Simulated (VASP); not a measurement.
The system is NiO.

```xyz
2
Lattice="0.0000 2.0859 2.0859 2.0859 0.0000 2.0859 2.0859 2.0859 0.0000" Properties=species:S:1:pos:R:3 pbc="T T T"
Ni    0.0000    0.0000    0.0000
O     2.0859    2.0859    2.0859
```

Base run:

| Quantity | Value |
| --- | --- |
| Program | VASP 6.6.1 |
| Functional | PBE |
| Potentials or basis | VASP PAW PBE potentials, release 64 (Ni, O) |
| Cutoff | 520 eV |
| k mesh | 8 × 8 × 8 |
| Occupations | gaussian, width 0.02 eV |
| Spin | collinear spin, ferromagnetic start |
| Starting moments | [2.0, 0.0] μB |

Its results: band gap on the k mesh none (metal or under the smearing width); pressure 1.5 GPa; net moment 1.25 μB per cell; site moments Ni +1.07; O +0.16 μB.

The run is repeated on the same cell with these changes: k mesh from 8 × 8 × 8 to 10 × 10 × 10. What comes out?

Band gap on the k mesh none (metal or under the smearing width); pressure 5.6 GPa; net moment 1.73 μB per cell; site moments Ni +1.43; O +0.26 μB.

Caveats: a cell with one magnetic atom can't hold antiferromagnetic order, which such compounds often take; semilocal functionals often make such compounds metallic where correlation or magnetic order opens a gap, which also shifts bond lengths.
